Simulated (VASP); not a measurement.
Here is the system:

```yaml
crystal:
  lattice:
    - [0.00000, 2.27315, 2.27315]
    - [2.27315, 0.00000, 2.27315]
    - [2.27315, 2.27315, 0.00000]
  atoms:
    - { symbol: B, position: [0.00000, 0.00000, 0.00000] }
    - { symbol: P, position: [0.25000, 0.25000, 0.25000] }
```

Method: PBE GGA, VASP's PBE PAW potentials (set 64) (plane waves; VASP 6.6.1). Numerical set-up: 600 eV cut-off, 10×10×10 Γ-centred mesh, Gaussian smearing of 0.050 eV, potentials B P.

Each relaxation starts from this cell; other phases were not tried.

Q: The cell is relaxed at 2 GPa. What happens?

A: The volume per atom goes from 11.75 to 11.60 Å³ (-1.2 %), and the cell becomes a = 4.528 Å, b = 4.528 Å, c = 4.528 Å, α = 90.00°, β = 90.00°, γ = 90.00°, space group F-43m. The gap on the mesh goes from 1.25 to 1.23 eV.

Q: The cell is relaxed at 10 GPa. What happens?

A: The volume per atom goes from 11.75 to 11.12 Å³ (-5.4 %), and the cell becomes a = b = c = 4.4636 Å, α = β = γ = 90.00°, space group F-43m. The gap on the mesh goes from 1.25 to 1.17 eV.

Failed runs are left out, and for metals the shear rows, which the mesh's noise covers.

The compound is BP in the zinc blende structure.
